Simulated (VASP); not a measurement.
Calculation: PBEsol GGA, VASP's PBE PAW potentials (set 64) (plane waves; VASP).

VASP ran on this input.

### INCAR
```
# general
SYSTEM  = CoSi2
PREC    = Accurate
ENCUT   = 520   # plane-wave cut-off (eV)
LREAL   = F
LASPH   = T   # aspherical one-centre terms

# electronic loop
EDIFF   = 1E-6   # SCF stop (eV)
NELM    = 100   # most electronic steps
ALGO    = Normal
LMAXMIX = 4   # l cut-off of mixed one-centre charges

# smearing
ISMEAR  = 1   # Methfessel-Paxton
SIGMA   = 0.1   # width (eV)

# functional
GGA     = PS

# ions
IBRION  = 2   # conjugate gradients
NSW     = 60
ISIF    = 3
EDIFFG  = -0.02

# output
LWAVE   = F
LCHARG  = F
```

**KPOINTS**
```
Automatic mesh
0
Gamma
9 9 9
0 0 0
```

### POSCAR
```
CoSi2
1
    0.0000000000     2.6565137481     2.6565137481
    2.6565137481     0.0000000000     2.6565137481
    2.6565137481     2.6565137481    -0.0000000000
Co Si
1 2
Direct
  0.0000000000   0.0000000000   0.0000000000
  0.2500000000   0.2500000000   0.2500000000
  0.7500000000   0.7500000000   0.7500000000
```

POTCAR, in this order: Co Si (PBE.64 set). Program: vasp_std.

Output of the run:

File OSZICAR:
```
       N       E                     dE             d eps       ncg     rms          rms(c)
DAV:   1     0.704733303258E+02    0.70473E+02   -0.70713E+03   840   0.137E+03
DAV:   2    -0.181570984452E+02   -0.88630E+02   -0.83081E+02   852   0.259E+02
DAV:   3    -0.224960592179E+02   -0.43390E+01   -0.41798E+01  1084   0.659E+01
DAV:   4    -0.225992084027E+02   -0.10315E+00   -0.10293E+00  1016   0.982E+00
DAV:   5    -0.226024068436E+02   -0.31984E-02   -0.31964E-02  1112   0.175E+00    0.155E+01
DAV:   6    -0.261824013538E+02   -0.35800E+01   -0.43994E+01  1052   0.142E+02    0.178E+01
DAV:   7    -0.210054712086E+02    0.51769E+01   -0.18186E+01  1104   0.111E+02    0.370E+00
DAV:   8    -0.210155821325E+02   -0.10111E-01   -0.10992E+00   960   0.887E+00    0.190E+00
DAV:   9    -0.209768749965E+02    0.38707E-01   -0.10812E-01  1076   0.691E+00    0.445E-01
DAV:  10    -0.209762379427E+02    0.63705E-03   -0.60677E-03  1064   0.803E-01    0.636E-02
DAV:  11    -0.209762236976E+02    0.14245E-04   -0.25568E-04  1236   0.231E-01    0.453E-02
DAV:  12    -0.209762295590E+02   -0.58613E-05   -0.17659E-05   980   0.550E-02    0.214E-02
DAV:  13    -0.209762292239E+02    0.33506E-06   -0.21444E-06   852   0.126E-02
   1 F= -.20976229E+02 E0= -.20975972E+02  d E =-.209762E+02
```

**OUTCAR**
```
------------------------ aborting loop because EDIFF is reached ----------------------------------------
  FORCE on cell =-STRESS in cart. coord.  units (eV):
  Direction    XX          YY          ZZ          XY          YZ          ZX
  --------------------------------------------------------------------------------------
  Total        0.0327918      0.0327918      0.0327918     -0.0000000      0.0000000     -0.0000000
  in kB        1.4012308      1.4012308      1.4012308     -0.0000000      0.0000000     -0.0000000
  external PRESSURE =       1.4012308 kB  Pullay stress =       0.0000000 kB
  volume of cell :       37.49
      direct lattice vectors                 reciprocal lattice vectors
     0.000000000  2.656513748  2.656513748    -0.188216605  0.188216605  0.188216605
     2.656513748  0.000000000  2.656513748     0.188216605 -0.188216605  0.188216605
     2.656513748  2.656513748  0.000000000     0.188216605  0.188216605 -0.188216605
 POSITION                                       TOTAL-FORCE (eV/Angst)
 -----------------------------------------------------------------------------------
      0.00000      0.00000      0.00000         0.000000      0.000000      0.000000
      1.32826      1.32826      1.32826         0.000000     -0.000000      0.000000
      3.98477      3.98477      3.98477        -0.000000     -0.000000     -0.000000
 -----------------------------------------------------------------------------------
    total drift:                               -0.000000     -0.000000      0.000000
  FREE ENERGIE OF THE ION-ELECTRON SYSTEM (eV)
  ---------------------------------------------------
  free  energy   TOTEN  =       -20.9762292239 eV

  energy  without entropy=      -20.9754562809  energy(sigma->0) =      -20.97597158

 reached required accuracy - stopping structural energy minimisation
```
(Selected blocks of OUTCAR.)

OUTCAR:
```
 val. band max:       10.2737475612   @ k =  -0.2222   0.1111   0.0000

 cond. band min:      10.3133115516   @ k =   0.3333   0.1111   0.0000


 Fermi energy:        10.2747021241

 k-point     1 :       0.0000    0.0000    0.0000
  band No.  band energies     occupation
      1      -2.9823      2.00000
      2       6.1375      2.00000
      3       6.1375      2.00000
      4       6.1375      2.00000
      5       8.3452      2.00000
      6       8.3452      2.00000
      7      11.3558     -0.00000
      8      13.7594      0.00000
      9      13.7594      0.00000
     10      13.8537      0.00000
     11      13.8537      0.00000
     12      13.8537      0.00000

 k-point     2 :       0.1111    0.0000    0.0000
  band No.  band energies     occupation
      1      -2.7913      2.00000
      2       5.6994      2.00000
      3       6.2045      2.00000
      4       6.2045      2.00000
      5       8.2896      2.00000
      6       8.2896      2.00000
      7      11.2262     -0.00000
      8      12.1854     -0.00000
      9      12.8000      0.00000
     10      12.8000      0.00000
     11      14.8168      0.00000
     12      14.8168      0.00000

 k-point     3 :       0.2222    0.0000    0.0000
  band No.  band energies     occupation
      1      -2.2249      2.00000
      2       4.5789      2.00000
      3       6.3730      2.00000
      4       6.3730      2.00000
      5       8.2038      2.00000
      6       8.2038      2.00000
      7       9.7567      2.00000
      8      11.8010     -0.00000
      9      11.8010     -0.00000
     10      12.6230      0.00000
     11      14.4680      0.00000
     12      14.4680      0.00000

 k-point     4 :       0.3333    0.0000    0.0000
  band No.  band energies     occupation
      1      -1.3052      2.00000
      2       3.0787      2.00000
      3       6.5429      2.00000
      4       6.5429      2.00000
      5       8.2711      2.00000
      6       8.2711      2.00000
...
```

The compound is CoSi2 in the fluorite structure. It was relaxed first. The start is the result of an earlier pass. The run is not spin-polarised, so no magnetic state was tried. The electron count is odd and the run is not spin-polarised, which forces a metal.
